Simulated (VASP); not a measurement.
Given:

```xyz
2
Lattice="0.0000 2.8764 2.8764 2.8764 0.0000 2.8764 2.8764 2.8764 0.0000" Properties=species:S:1:pos:R:3 pbc="T T T"
Ge     0.0000     0.0000     0.0000
Ge     1.4382     1.4382     1.4382
```

Computed with TPSS meta-GGA, VASP's PBE PAW potentials (set 64) (plane waves; VASP 6.6.1). Numerical set-up: 520 eV cut-off, 8×8×8 Γ-centred mesh, Gaussian smearing of 0.050 eV, potentials Ge_d.

Question: What does the run give for the energy per atom (σ→0), pressure, band gap (on the k-mesh) with the smallest direct gap where there is one?

Answer: 
band gap (on the k-mesh): none (metal, semimetal or under 0.01 eV)
energy per atom (σ→0): -12.750 eV/atom
pressure: -3.70 GPa

The compound is Ge in the diamond structure. This cell is one point of a volume scan, at 1.06 of the reference volume.
